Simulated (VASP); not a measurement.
Here is the system:

```xyz
4
Lattice="0.0000 2.9637 2.9637 2.9637 0.0000 2.9637 2.9637 2.9637 0.0000" Properties=species:S:1:pos:R:3 pbc="T T T"
B      0.0000     0.0000     0.0000
Ti     2.9637     2.9637     2.9637
Ti     1.4818     1.4818     1.4818
Ti     4.4455     4.4455     4.4455
```

The numbers are results of PBEsol GGA, VASP's PBE PAW potentials (set 64) (plane waves; VASP), not measurements. Run with 600 eV cut-off, 8×8×8 Γ-centred mesh, first-order Methfessel-Paxton smearing of 0.10 eV, potentials B Ti_sv.

### Question
What does the run give for the energy per atom (σ→0), band gap (on the k-mesh) with the smallest direct gap where there is one?

### Answer

```json
{
 "band gap (on the k-mesh)": "none (metal, semimetal or under 0.01 eV)",
 "energy per atom (σ→0)": "-758.4 kJ/mol of atoms"
}
```

The absolute energy has meaning only against runs of the same code, potentials and settings.

The structure was generated: Ti3B was put into the D03 type (Fm-3m), which need not be its known phase. It was relaxed first, which changed the volume by -35 %. The electron count is odd and the run is not spin-polarised, which forces a metal.
